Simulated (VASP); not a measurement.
Output of a VASP run:

OSZICAR:
```
       N       E                     dE             d eps       ncg     rms          rms(c)
DAV:   1     0.117548249496E+02    0.11755E+02   -0.34959E+03  5556   0.865E+02
DAV:   2    -0.776769631545E+01   -0.19523E+02   -0.18788E+02  5248   0.114E+02
DAV:   3    -0.799882229524E+01   -0.23113E+00   -0.23011E+00  5941   0.166E+01
DAV:   4    -0.799991088238E+01   -0.10886E-02   -0.10885E-02  5776   0.106E+00
DAV:   5    -0.799992133538E+01   -0.10453E-04   -0.10453E-04  5693   0.923E-02    0.174E+01
DAV:   6    -0.764448006243E+01    0.35544E+00   -0.16030E+01  5495   0.632E+01    0.692E+00
DAV:   7    -0.766405001083E+01   -0.19570E-01   -0.13894E+00  5582   0.173E+01    0.137E+00
DAV:   8    -0.765085264524E+01    0.13197E-01   -0.17616E-02  6457   0.140E+00    0.399E-01
DAV:   9    -0.764695575315E+01    0.38969E-02   -0.22377E-03  6613   0.337E-01    0.175E-01
DAV:  10    -0.764609900149E+01    0.85675E-03   -0.24795E-04  5460   0.247E-01    0.467E-02
DAV:  11    -0.764610901744E+01   -0.10016E-04   -0.66466E-06  5535   0.426E-02    0.248E-02
DAV:  12    -0.764610399798E+01    0.50195E-05   -0.11122E-06  3956   0.138E-02    0.643E-03
DAV:  13    -0.764610311787E+01    0.88012E-06   -0.50158E-08  2658   0.303E-03
   1 F= -.76461031E+01 E0= -.76460922E+01  d E =-.328552E-04  mag=    -0.0000
```

### OUTCAR
```
------------------------ aborting loop because EDIFF is reached ----------------------------------------
  FORCE on cell =-STRESS in cart. coord.  units (eV):
  Direction    XX          YY          ZZ          XY          YZ          ZX
  --------------------------------------------------------------------------------------
  Total       -1.8573397     -1.8573397     -1.8573397     -0.0000000      0.0000000     -0.0000000
  in kB     -251.7597163   -251.7597163   -251.7597163     -0.0000000      0.0000000     -0.0000000
  external PRESSURE =    -251.7597163 kB  Pullay stress =       0.0000000 kB
  volume of cell :       11.82
      direct lattice vectors                 reciprocal lattice vectors
    -1.435000000  1.435000000  1.435000000     0.000000000  0.348432056  0.348432056
     1.435000000 -1.435000000  1.435000000     0.348432056  0.000000000  0.348432056
     1.435000000  1.435000000 -1.435000000     0.348432056  0.348432056  0.000000000
 POSITION                                       TOTAL-FORCE (eV/Angst)
 -----------------------------------------------------------------------------------
      0.00000      0.00000      0.00000         0.000000      0.000000     -0.000000
 -----------------------------------------------------------------------------------
    total drift:                                0.000000     -0.000000      0.000000
  FREE ENERGIE OF THE ION-ELECTRON SYSTEM (eV)
  ---------------------------------------------------
  free  energy   TOTEN  =        -7.6461031179 eV

  energy  without entropy=       -7.6460702627  energy(sigma->0) =       -7.64609217

 total charge

# of ion       s       p       d       tot
------------------------------------------
    1        0.461   0.492   6.227   7.180

 magnetization (x)

# of ion       s       p       d       tot
------------------------------------------
    1       -0.000  -0.000  -0.000  -0.000
```
(Selected blocks of OUTCAR.)

**POSCAR**
```
Fe
1
   -1.4350000000     1.4350000000     1.4350000000
    1.4350000000    -1.4350000000     1.4350000000
    1.4350000000     1.4350000000    -1.4350000000
Fe
1
Direct
  0.0000000000   0.0000000000   0.0000000000
```

Problem. Write an INCAR and KPOINTS that could have produced this output.

Solution. Several could match; the one computed here: the input of the run itself, PBE GGA, plane waves, VASP's PBE PAW potentials (set 64).

### KPOINTS
```
Automatic mesh
0
Gamma
16 16 16
0 0 0
```

**INCAR**
```
SYSTEM = Fe
PREC = Accurate
ENCUT = 400
EDIFF = 1E-6
NELM = 100
ALGO = Normal
LREAL = .FALSE.
LASPH = .TRUE.
ISMEAR = 1
SIGMA = 0.1
GGA = PE
LMAXMIX = 4
ISPIN = 2
MAGMOM = 2.5
LORBIT = 10
LWAVE = .FALSE.
LCHARG = .FALSE.
ISIF = 2
NUPDOWN = 0
```

POTCAR, in this order: Fe (PBE.64 set). Program: vasp_std.

The compound is Fe in the bcc structure. The cell was not relaxed at this level. The run is one of a series of settings (NUPDOWN = 0 against the base run), some of them coarse on purpose.
